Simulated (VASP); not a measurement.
# CdCo2N2 (C2/m) in VASP: further runs

Runs on CdCo2N2. Level: PBE. Tasks: single point.

Everything below comes from runs of VASP 6.6.1. Logs are shortened: lines on timing, memory, paths and dates and some standing lists are left out, and cuts for length are marked.

### Step 1. Starting point

It takes space group C2/m (No. 12, monoclinic). Conventional cell: a = 5.310 Å, b = 3.064 Å, c = 8.517 Å, α = 90.00°, β = 102.98°, γ = 90.00°. Around Cd (site symmetry 2/m) lie 6 Cd at 3.06 to 3.07 Å and 2 Co at 3.29 Å and 6 N at 3.37 to 3.42 Å. Co (site symmetry m) is surrounded by 3 N at 1.82 Å. Around N (site symmetry m) lie 3 Co at 1.82 Å.

The cell comes from a database or a generator and needn't be the stable form of this composition.

### Step 2. Single point, PBE, collinear spin, ferromagnetic start

File INCAR:

```
PREC = Accurate
ENCUT = 520
EDIFF = 1E-7
ISMEAR = -1
SIGMA = 0.05
LREAL = False
LASPH = True
NELM = 120
ALGO = Normal
ISIF = 2
LWAVE = False
LCHARG = True
ISPIN = 2
MAGMOM = 0 3.5 3.5 0 0
LORBIT = 11
LMAXMIX = 4
GGA = PE
LELF = True
LVHAR = True
```

File KPOINTS:

```
Automatic mesh
0
Gamma
  8 8 3
```

File POSCAR:

```
CdCo2N2
1.0
    2.6551227765     -1.5321120750      0.0000000000
    2.6551227765      1.5321120750      0.0000000000
   -1.9130954774      0.0000000000      8.2997261586
Cd Co N
1 2 2
Direct
    0.5000000000      0.5000000000      0.5000000000
    0.6292305000      0.6292305000      0.8967650000
    0.3707695000      0.3707695000      0.1032350000
    0.7217750000      0.7217750000      0.1524330000
    0.2782250000      0.2782250000      0.8475670000
```

Potentials or basis: VASP PAW PBE potentials, release 64 (Cd, Co, N).

Started as:

```bash
$ cat potpaw_PBE.64/Cd/POTCAR potpaw_PBE.64/Co/POTCAR potpaw_PBE.64/N/POTCAR > POTCAR
$ mpirun -np 1 vasp_std > vasp.out
```

OUTCAR:

```text
PREC = Accurate
   ENCUT = 520
   EDIFF = 1E-7
   ISMEAR = -1
   LREAL = False
   LASPH = True
   NELM = 120
   ISIF = 2
   ISPIN = 2
   LORBIT = 11
   GGA = PE

 ion  position               nearest neighbor table
   1  0.500  0.500  0.500-   2 3.29   3 3.29
   2  0.629  0.629  0.897-   5 1.82   5 1.82   5 1.82   4 2.12   3 2.46   3 2.46   3 2.46   1 3.29

   3  0.371  0.371  0.103-   4 1.82   4 1.82   4 1.82   5 2.12   2 2.46   2 2.46   2 2.46   1 3.29

   4  0.722  0.722  0.152-   3 1.82   3 1.82   3 1.82   2 2.12
   5  0.278  0.278  0.848-   2 1.82   2 1.82   2 1.82   3 2.12

  LATTYP: Found a base centered monoclinic cell.
 ALAT       =     5.3102455530
 B/A-ratio  =     0.5770400106
 C/A-ratio  =     1.6039480646
 COS(beta)  =    -0.2246113713

  Lattice vectors:

 A1 = (   2.6551227765,  -1.5321120750,   0.0000000000)
 A2 = (   2.6551227765,   1.5321120750,   0.0000000000)
 A3 = (  -1.9130954774,   0.0000000000,   8.2997261586)

Analysis of symmetry for initial positions (statically):
=====================================================================
 Subroutine PRICEL returns:
 Original cell was already a primitive cell.

 Routine SETGRP: Setting up the symmetry group for a
 base centered monoclinic supercell.

 Subroutine GETGRP returns: Found  4 space group operations
 (whereof  4 operations were pure point group operations)
 out of a pool of  4 trial point group operations.

The static configuration has the point symmetry C_2h.

Analysis of symmetry for dynamics (positions and initial velocities):
=====================================================================
 Subroutine PRICEL returns:
 Original cell was already a primitive cell.

 Routine SETGRP: Setting up the symmetry group for a
 base centered monoclinic supercell.

 Subroutine GETGRP returns: Found  4 space group operations
 (whereof  4 operations were pure point group operations)
 out of a pool of  4 trial point group operations.

The dynamic configuration has the point symmetry C_2h.

Analysis of structural, dynamic, and magnetic symmetry:
=====================================================================
 Subroutine PRICEL returns:
 Original cell was already a primitive cell.

 Routine SETGRP: Setting up the symmetry group for a
 base centered monoclinic supercell.

 Subroutine GETGRP returns: Found  4 space group operations
 (whereof  4 operations were pure point group operations)
 out of a pool of  4 trial point group operations.

The overall configuration has the point symmetry C_2h.

 Subroutine INISYM returns: Found  4 space group operations
 (whereof  4 operations are pure point group operations),
 and found     1 'primitive' translations

----------------------------------------------------------------------------------------

                                     Primitive cell

  volume of cell :      67.5257

  direct lattice vectors                    reciprocal lattice vectors
     2.655122776 -1.532112075  0.000000000     0.188315209 -0.326346883  0.043406851
     2.655122776  1.532112075  0.000000000     0.188315209  0.326346883  0.043406851
    -1.913095477  0.000000000  8.299726159     0.000000000  0.000000000  0.120485903

  length of vectors
     3.065459895  3.065459895  8.517358077     0.379274387  0.379274387  0.120485903

  position of ions in fractional coordinates (direct lattice)
     0.500000000  0.500000000  0.500000000
     0.629230500  0.629230500  0.896765000
     0.370769500  0.370769500  0.103235000
     0.721775000  0.721775000  0.152433000
     0.278225000  0.278225000  0.847567000

  ion indices of the primitive-cell ions
   primitive index   ion index
                 1           1
                 2           2
                 3           3
                 4           4
                 5           5

[... 22 lines left out ...]
 ===========================================

 Found     57 irreducible k-points:

 Following reciprocal coordinates:
            Coordinates               Weight
  0.000000  0.000000  0.000000      1.000000
  0.125000 -0.000000  0.000000      4.000000
  0.250000 -0.000000  0.000000      4.000000
  0.375000 -0.000000  0.000000      4.000000
  0.500000 -0.000000  0.000000      2.000000
  0.125000  0.125000  0.000000      2.000000
[... 16 lines left out ...]
  0.125000 -0.000000  0.333333      4.000000
  0.250000 -0.000000  0.333333      4.000000
 [... further k-points ...]
   k-points           NKPTS =     57   k-points in BZ     NKDIM =     57   number of bands    NBANDS=     28
   number of dos      NEDOS =    301   number of ions     NIONS =      5
   total plane-waves  NPLWV =  36864
   dimension x,y,z NGX =    24 NGY =   24 NGZ =   64
   dimension x,y,z NGXF=    48 NGYF=   48 NGZF=  128
   ions per type =               1   2   2
   NGX,Y,Z   is equivalent  to a cutoff of  13.02, 13.02, 12.49 a.u.
   NGXF,Y,Z  is equivalent  to a cutoff of  26.03, 26.03, 24.98 a.u.
 SYSTEM =  unknown system
   PREC   = accura    normal or accurate (medium, high low for compatibility)
   ISTART =      0    job   : 0-new  1-cont  2-samecut
   ICHARG =      2    charge: 1-file 2-atom 10-const
   ISPIN  =      2    spin polarized calculation?
   LNONCOLLINEAR =      F non collinear calculations
   LSORBIT =      F    spin-orbit coupling
   LASPH  =      T    aspherical Exc in radial PAW
   ENCUT  =  520.0 eV  38.22 Ry    6.18 a.u.   5.70  5.70 15.84*2*pi/ulx,y,z
   NELM   =    120;   NELMIN=  2; NELMDL= -5     # of ELM steps
   EDIFF  = 0.1E-06   stopping-criterion for ELM
   LREAL  =      F    real-space projection
   EDIFFG = 0.1E-05   stopping-criterion for IOM
   NSW    =      0    number of steps for IOM
   IBRION =     -1    ionic relax: 0-MD 1-quasi-New 2-CG
   NFREE  =      0    steps in history (QN), initial steepest desc. (CG)
   ISIF   =      2    stress and relaxation
   ISYM   =      2    0-nonsym 1-usesym 2-fastsym
   POTIM  = 0.5000    time-step for ionic-motion
   TEBEG  =    0.0;   TEEND  =   0.0 temperature during run
   PSTRESS=    0.0 pullay stress
   NELECT =      40.0000    total number of electrons
   NUPDOWN=      -1.0000    fix difference up-down
   EMIN   =  10.00;   EMAX   =-10.00  energy-range for DOS
   EFERMI =   0.00;   METHOD = LEGACY
   ISMEAR =    -1;   SIGMA  =   0.05  broadening in eV -4-tet -1-fermi 0-gaus
   EFERMI_NEDOS =   21; number of points for ismear=-14 and -15
   IALGO  =     38    algorithm
   IMIX   =      4    mixing-type and parameters
     AMIX     =   0.40;   BMIX     =  1.00
     AMIX_MAG =   1.60;   BMIX_MAG =  1.00
  volume/ion in A,a.u.               =      13.51        91.14
  Fermi-wavevector in a.u.,A,eV,Ry     =   1.374902  2.598189 25.719862  1.890357
  Thomas-Fermi vector in A             =   2.500287
   LORBIT       =     11    0 simple, 1 ext, 2 COOP (PROOUT), +10 PAW based schemes
   GGA     = PE    functional components
   LHFCALC =     F    Hartree Fock is set to
   AEXX    =    0.0000 exact exchange contribution
   IVDW    =     0    specifies the selected vdW correction
   LEPSILON=     F    determine dielectric tensor
   LRPA    =     F    only Hartree local field effects (RPA)
 spin polarized calculation
  energy-cutoff  :      520.00
  volume of cell :       67.53
 maximum number of plane-waves:      1834
   NGX = 11   NGY = 11   NGZ = 31

 number of electron      40.0000000 magnetization       0.0035827

 number of electron      40.0000000 magnetization      -0.0000668

 Free energy of the ion-electron system (eV)
  ---------------------------------------------------
  ext. energy  EPLUGINS =         0.00000000
  ---------------------------------------------------
  free energy    TOTEN  =       -30.20895420 eV

  energy without entropy =      -30.19103182  energy(sigma->0) =      -30.19999301

 E-fermi :   4.8515     XC(G=0): -11.0780

 val. band max:        4.8052078668   @ k =  -0.2500   0.5000   0.3333
 cond. band min:       4.9679375094   @ k =  -0.3750   0.2500   0.3333
 fundamental gap:      0.1627296426
 Fermi energy:         4.8514928458

 spin component 1

 k-point     1 :       0.0000    0.0000    0.0000
  band No.  band energies     occupation
      1     -11.8997      1.00000
      2     -10.9715      1.00000
      3      -3.9954      1.00000
      4      -3.5797      1.00000
      5      -3.5771      1.00000
      6      -3.0585      1.00000
[... 733 lines left out ...]
     27      12.7277      0.00000
     28      13.7100      0.00000

 [... further k-points ...]

 spin component 2

 k-point     1 :       0.0000    0.0000    0.0000
  band No.  band energies     occupation
      1     -11.8997      1.00000
      2     -10.9715      1.00000
      3      -3.9954      1.00000
      4      -3.5797      1.00000
      5      -3.5771      1.00000
      6      -3.0585      1.00000
[... 733 lines left out ...]
     27      12.7277      0.00000
     28      13.7100      0.00000

 [... further k-points ...]

------------------------ aborting loop because EDIFF is reached ----------------------------------------

  FORCE on cell =-STRESS in cart. coord.  units (eV):
  Direction    XX          YY          ZZ          XY          YZ          ZX
  --------------------------------------------------------------------------------------
  -------------------------------------------------------------------------------------
  Total       -0.3707494     -0.3797658     -0.1247378      0.0000000      0.0000000      0.0147581
  in kB       -8.7967477     -9.0106785     -2.9596452      0.0000000      0.0000000      0.3501649
  external PRESSURE =      -6.9223571 kB  Pullay stress =       0.0000000 kB

 VOLUME and BASIS-vectors are now :
 -----------------------------------------------------------------------------
  energy-cutoff  :      520.00
  volume of cell :       67.53
      direct lattice vectors                 reciprocal lattice vectors
     2.655122776 -1.532112075  0.000000000     0.188315209 -0.326346883  0.043406851
     2.655122776  1.532112075  0.000000000     0.188315209  0.326346883  0.043406851
    -1.913095477  0.000000000  8.299726159     0.000000000  0.000000000  0.120485903

 POSITION                                       TOTAL-FORCE (eV/Angst)
 -----------------------------------------------------------------------------------
      1.69858      0.00000      4.14986         0.000000      0.000000      0.000000
      1.62577      0.00000      7.44290         0.006686      0.000000     -0.045832
      1.77138      0.00000      0.85682        -0.006686      0.000000      0.045832
      3.54118      0.00000      1.26515        -0.004931      0.000000     -0.076938
     -0.14403      0.00000      7.03457         0.004931      0.000000      0.076938
 -----------------------------------------------------------------------------------
    total drift:                                0.000000      0.000000      0.000000

  FREE ENERGIE OF THE ION-ELECTRON SYSTEM (eV)
  ---------------------------------------------------
  free  energy   TOTEN  =       -30.2089541984 eV

  energy  without entropy=      -30.1910318177  energy(sigma->0) =      -30.19999301

 total charge

# of ion       s       p       d       tot
------------------------------------------
    1        0.546   0.212   9.500  10.258
    2        0.492   0.695   7.450   8.638
    3        0.492   0.695   7.450   8.638
    4        1.288   2.339   0.000   3.627
    5        1.288   2.339   0.000   3.627
--------------------------------------------------
tot          4.107   6.279  24.401  34.786

 magnetization (x)

# of ion       s       p       d       tot
------------------------------------------
    1        0.000   0.000  -0.000   0.000
    2       -0.000   0.000  -0.000  -0.000
    3       -0.000   0.000  -0.000  -0.000
    4       -0.000   0.000   0.000   0.000
    5       -0.000   0.000   0.000   0.000
--------------------------------------------------
tot         -0.000   0.000  -0.000  -0.000
```

It took 3.6 min on 1 thread of Intel Xeon Platinum 8488C (Sapphire Rapids), shared host; peak memory 0.34 GiB.

What came out:

| Quantity | Value |
| --- | --- |
| Free energy | -30.2090 eV |
| Pressure | -0.7 GPa |
| Largest force | 0.077 eV/Å |
| Band gap on the k mesh | none (metal or under the smearing width) |
| Net moment | 0.00 μB per cell |
| Valence electrons inside the program's atomic spheres | Cd 10.26; Co 8.64; N 3.63 |

Forces in eV/Å, atoms in the order of the input:
```
Cd   0.000  0.000  0.000
Co   0.007  0.000 -0.046
Co  -0.007  0.000  0.046
N   -0.005  0.000 -0.077
N    0.005  0.000  0.077
```

Levels at points of the mesh, in eV from the Fermi level:
Spin up:
```csv
k point,band 18,band 19,band 20,band 21,band 22,band 23
"(0.00, 0.00, 0.00)",-1.08,-1.08,1.24,2.61,2.78,2.78
"(0.50, 0.00, 0.00)",-1.16,-1.13,-0.48,-0.08,0.33,1.20
"(0.50, 0.50, 0.00)",-1.14,-1.13,-0.48,-0.11,0.65,0.90
```
Spin down:
```csv
k point,band 17,band 18,band 19,band 20,band 21,band 22,band 23,band 24
"(0.00, 0.00, 0.00)",-1.59,-1.08,-1.08,1.24,2.61,2.78,2.78,2.87
"(0.50, 0.00, 0.00)",-1.44,-1.16,-1.13,-0.48,-0.08,0.33,1.20,1.36
"(0.50, 0.50, 0.00)",-1.34,-1.14,-1.13,-0.48,-0.11,0.65,0.90,1.21
```

Caveat: the starting moments collapsed, and a magnetic state may lie lower. With open d or f shells a metallic result of PBE can be an artefact of self-interaction; +U or a hybrid may open a gap.

### Step 3. Single point, PBE, collinear spin, antiferromagnetic start

INCAR, as its differences from that of step 2:

```diff
@@ -13,3 +13,3 @@
 ISPIN = 2
-MAGMOM = 0 3.5 3.5 0 0
+MAGMOM = 0 3.5 -3.5 0 0
 LORBIT = 11
```

KPOINTS is that of step 2.

POSCAR is that of step 2.

Potentials or basis: VASP PAW PBE potentials, release 64 (Cd, Co, N).

Started as:

```bash
$ cat potpaw_PBE.64/Cd/POTCAR potpaw_PBE.64/Co/POTCAR potpaw_PBE.64/N/POTCAR > POTCAR
$ mpirun -np 1 vasp_std > vasp.out
```

Wall time 3.3 min (1 thread of Intel Xeon Platinum 8488C (Sapphire Rapids), shared host); peak memory 0.32 GiB.

Results (log left out):

* Free energy: -30.2090 eV
* Pressure: -0.7 GPa
* Largest force: 0.077 eV/Å
* Band gap on the k mesh: none (metal or under the smearing width)
* Net moment: 0.00 μB per cell
* Valence electrons inside the program's atomic spheres: Cd 10.26; Co 8.64; N 3.63

Forces on the atoms (eV/Å):
```
Cd   0.000  0.000  0.000
Co   0.007  0.000 -0.046
Co  -0.007  0.000  0.046
N   -0.005  0.000 -0.077
N    0.005  0.000  0.077
```

Stress tensor (GPa, compression positive):
```
-0.88  0.00  0.04
 0.00 -0.90  0.00
 0.04  0.00 -0.30
```

Levels at points of the mesh, in eV from the Fermi level:
Spin up:
| k point | band 16 | band 17 | band 18 | band 19 | band 20 | band 21 | band 22 | band 23 | band 24 |
| --- | --- | --- | --- | --- | --- | --- | --- | --- | --- |
| (0.00, 0.00, 0.00) | -2.48 | -1.59 | -1.08 | -1.08 | 1.24 | 2.61 | 2.78 | 2.78 | 2.87 |
| (0.50, 0.00, 0.00) | -1.83 | -1.44 | -1.16 | -1.13 | -0.48 | -0.08 | 0.33 | 1.20 | 1.36 |
| (0.50, 0.50, 0.00) | -1.86 | -1.34 | -1.14 | -1.13 | -0.48 | -0.11 | 0.65 | 0.90 | 1.21 |
Spin down:
```csv
k point,band 18,band 19,band 20,band 21,band 22,band 23
"(0.00, 0.00, 0.00)",-1.08,-1.08,1.24,2.61,2.78,2.78
"(0.50, 0.00, 0.00)",-1.16,-1.13,-0.48,-0.08,0.33,1.20
"(0.50, 0.50, 0.00)",-1.14,-1.13,-0.48,-0.11,0.65,0.90
```

Caveat: the starting moments collapsed, and a magnetic state may lie lower.
